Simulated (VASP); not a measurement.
# NiI2: a series over U, part 2 of 2

Aim: follow the moments and the gap of NiI2 as U grows. The start is a cell from a database of measured crystal structures.

VASP 6.6.1, plane waves and PAW; the level of theory is named at each step.

Still holding for the runs below: The cell holds one magnetic atom, so no antiferromagnetic order fits into it.

So far, gap on the k-mesh (eV): step 3 (series over U, U 1, J 0) 0.107.

The database entry behind the starting cell differs from later determinations by our own check (an axis about 0.9 % short against later determinations), so it need not match the best structure at ambient conditions.

## Step 4: Series over U, U 5, J 0

This step: PBEsol, DFT+U (Ni d 5 eV), spin-polarised from a ferromagnetic start (one magnetic atom a cell); plane waves and PAW (I, Ni) (VASP 6.6.1).

File INCAR:

```
SYSTEM = NiI2
PREC = Accurate
ENCUT = 350
EDIFF = 1E-06
NELM = 150
ISMEAR = 0
SIGMA = 0.05
LREAL = .FALSE.
ALGO = Normal
GGA = PS
NBANDS = 18
ISPIN = 2
MAGMOM = 0 0 1
LDAU = .TRUE.
LDAUTYPE = 2
LDAUL = -1 2
LDAUU = 0 5
LDAUJ = 0 0
LDAUPRINT = 1
LASPH = .TRUE.
LMAXMIX = 4
LORBIT = 11
LWAVE = .FALSE.
LCHARG = .FALSE.
KPAR = 2
AMIX = 0.2
BMIX = 1E-04
AMIX_MAG = 0.8
BMIX_MAG = 1E-04
NEDOS = 1200
```

File POSCAR:

```
NiI2
1.0
    1.9460000000      1.1235236238      6.5446666667
   -1.9460000000      1.1235236238      6.5446666667
    0.0000000000     -2.2470472477      6.5446666667
I Ni
2 1
Direct
    0.7500000000      0.7500000000      0.7500000000
    0.2500000000      0.2500000000      0.2500000000
    0.0000000000      0.0000000000      0.0000000000
```

File KPOINTS:

```
Automatic mesh
0
Gamma
5 5 5
0 0 0
```

The projector-augmented-wave data sets are I and Ni (PBE family, release 64).

Started as:

```console
$ mpirun -np 2 vasp_std
```

Output:

```text
[... set-up lines as in an earlier step ...]
 entering main loop
       N       E                     dE             d eps       ncg     rms          rms(c)
DAV:   1     0.121453528409E+03    0.12145E+03   -0.77340E+03  1368   0.853E+02
DAV:   2     0.221323639020E+01   -0.11924E+03   -0.11547E+03  1612   0.208E+02
DAV:   3    -0.657011227259E+01   -0.87833E+01   -0.86524E+01  1672   0.649E+01
DAV:   4    -0.676192257551E+01   -0.19181E+00   -0.19173E+00  2018   0.975E+00
[...]
DAV:  17    -0.784045613341E+01   -0.81265E-05   -0.11517E-05  1810   0.640E-02    0.119E-02
DAV:  18    -0.784045822388E+01   -0.20905E-05   -0.66555E-06  1678   0.326E-02    0.497E-03
DAV:  19    -0.784045888880E+01   -0.66491E-06   -0.11835E-06   744   0.127E-02
   1 F= -.78404589E+01 E0= -.78404589E+01  d E =-.119669E-10  mag=     1.9999
```

Run time: 1.8 min. Hardware: 2 MPI ranks of Intel Xeon Platinum 8259CL at 2.50GHz (Skylake/Cascade Lake), shared host; peak memory 0.6 GiB.

From OUTCAR (step 4):

```text
  Total       -0.6499602     -0.6499602     -1.7430027     -0.0000000      0.0000000      0.0000000
  in kB      -12.1292387    -12.1292387    -32.5270612     -0.0000000      0.0000000      0.0000000
  external PRESSURE =     -18.9285128 kB  Pullay stress =       0.0000000 kB

 POSITION                                       TOTAL-FORCE (eV/Angst)
 -----------------------------------------------------------------------------------
      0.00000     -0.00000     14.72550         0.000000      0.000000     -0.761946
      0.00000     -0.00000      4.90850         0.000000     -0.000000      0.761946
      0.00000      0.00000      0.00000         0.000000      0.000000      0.000000
 -----------------------------------------------------------------------------------
    total drift:                                0.000000      0.000000     -0.000000

  FREE ENERGIE OF THE ION-ELECTRON SYSTEM (eV)
  ---------------------------------------------------
  free  energy   TOTEN  =        -7.8404588888 eV

  energy  without entropy=       -7.8404588888  energy(sigma->0) =       -7.84045889

 magnetization (x)
# of ion       s       p       d       tot
------------------------------------------
    1        0.009   0.159   0.001   0.169
    2        0.009   0.159   0.001   0.169
    3        0.005   0.002   1.496   1.502
--------------------------------------------------
tot          0.022   0.319   1.498   1.840

[... 2 parts as in an earlier step ...]

[... 1 further part left out ...]
[key lines of the parts left out:]
E-fermi :   4.8412
```

Spin moment in the PAW sphere by atom:

```
atom  spin moment in the PAW sphere (μB)
  I1                                0.17
  I2                                0.17
 Ni3                                1.50
```

Energy at zero smearing: -7.84046 eV.

The run ends at a pressure of -1.89 GPa, with forces up to 0.76 eV/Å.

## Step 5: Series over U, U 6, J 0.9

This step: PBEsol, DFT+U (Ni d 6 eV), spin-polarised from a ferromagnetic start (one magnetic atom a cell); plane waves and PAW (I, Ni) (VASP 6.6.1).

INCAR, as its differences from that of step 4:

```diff
@@ -14,6 +14,6 @@
 LDAU = .TRUE.
-LDAUTYPE = 2
+LDAUTYPE = 4
 LDAUL = -1 2
-LDAUU = 0 5
-LDAUJ = 0 0
+LDAUU = 0 6
+LDAUJ = 0 0.9
 LDAUPRINT = 1
```

POSCAR is that of step 4.

KPOINTS is that of step 4.

Started as:

```console
$ mpirun -np 2 vasp_std
```

Output:

```text
[... set-up lines as in an earlier step ...]
 entering main loop
       N       E                     dE             d eps       ncg     rms          rms(c)
DAV:   1     0.121509298066E+03    0.12151E+03   -0.77370E+03  1368   0.853E+02
DAV:   2     0.232831906458E+01   -0.11918E+03   -0.11547E+03  1604   0.208E+02
DAV:   3    -0.647559484566E+01   -0.88039E+01   -0.86704E+01  1652   0.653E+01
DAV:   4    -0.666989397449E+01   -0.19430E+00   -0.19421E+00  2014   0.988E+00
[...]
DAV:  15    -0.758344311850E+01   -0.12459E-04   -0.41281E-05  1932   0.602E-02    0.265E-02
DAV:  16    -0.758345512564E+01   -0.12007E-04   -0.15175E-05  1810   0.649E-02    0.515E-03
DAV:  17    -0.758345586369E+01   -0.73805E-06   -0.35955E-06  1148   0.171E-02
   1 F= -.75834559E+01 E0= -.75834559E+01  d E =-.141719E-11  mag=     2.0000
```

Elapsed: 69 s, on 2 MPI ranks; peak memory 0.6 GiB.

Parts of OUTCAR (step 5):

```text
  Total       -0.7688062     -0.7688062     -1.8757227      0.0000000      0.0000000      0.0000000
  in kB      -14.3470828    -14.3470828    -35.0038156      0.0000000      0.0000000      0.0000000
  external PRESSURE =     -21.2326604 kB  Pullay stress =       0.0000000 kB

 POSITION                                       TOTAL-FORCE (eV/Angst)
 -----------------------------------------------------------------------------------
      0.00000     -0.00000     14.72550        -0.000000      0.000000     -0.783980
      0.00000     -0.00000      4.90850        -0.000000     -0.000000      0.783980
      0.00000      0.00000      0.00000         0.000000      0.000000      0.000000
 -----------------------------------------------------------------------------------
    total drift:                                0.000000      0.000000     -0.000000

  FREE ENERGIE OF THE ION-ELECTRON SYSTEM (eV)
  ---------------------------------------------------
  free  energy   TOTEN  =        -7.5834558637 eV

  energy  without entropy=       -7.5834558637  energy(sigma->0) =       -7.58345586

 magnetization (x)
# of ion       s       p       d       tot
------------------------------------------
    1        0.005   0.159   0.002   0.165
    2        0.005   0.159   0.002   0.165
    3        0.001   0.002   1.486   1.489
--------------------------------------------------
tot          0.010   0.320   1.489   1.820

[... 2 parts as in an earlier step ...]

[... 1 further part left out ...]
[key lines of the parts left out:]
E-fermi :   4.9448
```

The density of states is cut at 6.8 eV, since the bands computed begin to run out above.

Energy at zero smearing: -7.58346 eV.

## Step 6: Series over U, U 8, J 0

This step: PBEsol, DFT+U (Ni d 8 eV), spin-polarised from a ferromagnetic start (one magnetic atom a cell); plane waves and PAW (I, Ni) (VASP 6.6.1).

INCAR, as its differences from that of step 5:

```diff
@@ -14,6 +14,6 @@
 LDAU = .TRUE.
-LDAUTYPE = 4
+LDAUTYPE = 2
 LDAUL = -1 2
-LDAUU = 0 6
-LDAUJ = 0 0.9
+LDAUU = 0 8
+LDAUJ = 0 0
 LDAUPRINT = 1
```

POSCAR is that of step 5.

KPOINTS is that of step 5.

Started as:

```console
$ mpirun -np 2 vasp_std
```

Output:

```text
[... set-up lines as in an earlier step ...]
 entering main loop
       N       E                     dE             d eps       ncg     rms          rms(c)
DAV:   1     0.123019269779E+03    0.12302E+03   -0.78168E+03  1368   0.857E+02
DAV:   2     0.407412512213E+01   -0.11895E+03   -0.11563E+03  1602   0.208E+02
DAV:   3    -0.476666628884E+01   -0.88408E+01   -0.87317E+01  1614   0.681E+01
DAV:   4    -0.495284543480E+01   -0.18618E+00   -0.18600E+00  2014   0.985E+00
[...]
DAV:  22    -0.702831709690E+01   -0.33859E-05   -0.12768E-05  1864   0.702E-02    0.917E-03
DAV:  23    -0.702831916884E+01   -0.20719E-05   -0.38420E-06  1524   0.377E-02    0.600E-03
DAV:  24    -0.702831945669E+01   -0.28785E-06   -0.10774E-06   796   0.193E-02
   1 F= -.70283195E+01 E0= -.70283195E+01  d E =-.176343E-10  mag=     2.0000
```

The job ended after 97 s (2 MPI ranks; peak memory 0.61 GiB).

OUTCAR, selected parts (step 6):

```text
  Total       -0.2369755     -0.2369755     -1.2256769      0.0000000      0.0000000      0.0000000
  in kB       -4.4223211     -4.4223211    -22.8729798      0.0000000      0.0000000      0.0000000
  external PRESSURE =     -10.5725407 kB  Pullay stress =       0.0000000 kB

 POSITION                                       TOTAL-FORCE (eV/Angst)
 -----------------------------------------------------------------------------------
      0.00000     -0.00000     14.72550        -0.000000      0.000000     -0.610682
      0.00000     -0.00000      4.90850        -0.000000     -0.000000      0.610682
      0.00000      0.00000      0.00000         0.000000     -0.000000      0.000000
 -----------------------------------------------------------------------------------
    total drift:                                0.000000      0.000000     -0.000000

  FREE ENERGIE OF THE ION-ELECTRON SYSTEM (eV)
  ---------------------------------------------------
  free  energy   TOTEN  =        -7.0283194567 eV

  energy  without entropy=       -7.0283194567  energy(sigma->0) =       -7.02831946

 magnetization (x)
# of ion       s       p       d       tot
------------------------------------------
    1        0.006   0.103   0.001   0.110
    2        0.006   0.103   0.001   0.110
    3        0.009   0.005   1.666   1.679
--------------------------------------------------
tot          0.021   0.210   1.668   1.899

[... 2 parts as in an earlier step ...]

[... 1 further part left out ...]
[key lines of the parts left out:]
E-fermi :   4.7870
```

Energy at zero smearing: -7.02832 eV.

The run ends at a pressure of -1.06 GPa, with forces up to 0.61 eV/Å.

## Step 7: Summary

This step: DFT+U series, PBEsol; plane waves and PAW (VASP 6.6.1).

This step runs nothing: it gathers the runs above.

Energies at different U are not comparable. U series, by row:

```
U (eV)  J (eV)  LDAUTYPE  start  energy (eV/atom)  mean moment (μB)  gap on the mesh (eV)  pressure (GPa)
     0       0         -     fm            -3.259             1.214                     0          -3.469
     1       0         2     fm            -3.109              1.29                0.1071          -3.006
     5       0         2     fm            -2.613             1.502                0.9374          -1.893
     6     0.9         4     fm            -2.528             1.489                0.5961          -2.123
     8       0         2     fm            -2.343             1.679                 1.662          -1.057
```

## Step 8: Results

```json
{"U = 0 eV, J = 0 eV, fm start": "mean size of the moments 1.21 μB", "U = 1 eV, J = 0 eV, fm start": "mean size of the moments 1.29 μB", "U = 5 eV, J = 0 eV, fm start": "mean size of the moments 1.50 μB", "U = 6 eV, J = 0.9 eV, fm start": "mean size of the moments 1.49 μB", "U = 8 eV, J = 0 eV, fm start": "mean size of the moments 1.68 μB"}
```

**Reading.** For the ferromagnetic start without J, from U = 0 to 8 eV the mean moment goes from 1.21 to 1.68 μB, the gap on the mesh from 0.00 to 1.66 eV, and the pressure goes from -3.5 to -1.1 GPa. A jump between neighbouring rows can also mean that the runs ended in different spin or orbital states. U acts inside the PAW spheres, so the same number means something else in a code with other projectors.

[Lines on the potential files, build, host, timing and source positions are cut from VASP's logs without a mark.]

[Logs are printed without paths, hosts, clocks, repeated set-up lines and the standing remarks that a program may print on its own settings, such as how far it seeks lower states.]

[Hosts, paths, dates, database ids (printed as entryN), source tags and the programs' standing remarks are cut or masked in the printed files.]

[In band tables of VASP the shares of atoms and orbitals are scaled to a sum of 1 inside the atoms' spheres.]

[Runs that stopped without an error message from VASP are left out.]
